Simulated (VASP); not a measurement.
Given:

```
Rb
1.0
   -2.78908     2.78908     2.78908
    2.78908    -2.78908     2.78908
    2.78908     2.78908    -2.78908
Rb
1
Direct
  0.00000   0.00000   0.00000
```

Method: PBEsol GGA, VASP's PBE PAW potentials (set 64) (plane waves; VASP 6.6.1). Run with 520 eV cut-off, 10×10×10 Γ-centred mesh, tetrahedra with Blöchl corrections, potentials Rb_sv.

Task: The job: Rb (bcc), 1 atom, PBEsol, static run, 520 eV, 10×10×10 Γ-centred mesh. Roughly how much core time does it take on a busy server core?

Result: About 20 core-seconds (one run on a shared machine, a rough figure). It had 47 irreducible k-points, 8 bands, up to 2382 plane waves and 11 electronic steps.

The compound is Rb in the bcc structure. It was relaxed first.
